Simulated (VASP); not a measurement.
Here is the system:

```xyz
4
Lattice="2.1242 -3.6793 0.0000 2.1242 3.6793 0.0000 0.0000 0.0000 6.9000" Properties=species:S:1:pos:R:3 pbc="T T T"
Cd     2.1242    -1.2264     3.4500
Cd     2.1242     1.2264     0.0000
S      2.1242    -1.2264     6.0512
S      2.1242     1.2264     2.6013
```

Computed with PBE GGA, VASP's PBE PAW potentials (set 64) (plane waves; VASP). Run with 520 eV cut-off, 6×6×4 Γ-centred mesh, Gaussian smearing of 0.050 eV, potentials Cd S.

**Question.** What does the run give for the energy per atom (σ→0), pressure, band gap (on the k-mesh) with the smallest direct gap where there is one?

**Answer.** 
```yaml
band gap (on the k-mesh): 1.03 eV
smallest direct gap (on the k-mesh): 1.03 eV
energy per atom (σ→0): -3.071 eV/atom
pressure: -1.47 GPa
```

The absolute energy has meaning only against runs of the same code, potentials and settings.

The compound is CdS in the wurtzite structure. This cell is one point of a volume scan, at 1.03 of the reference volume.
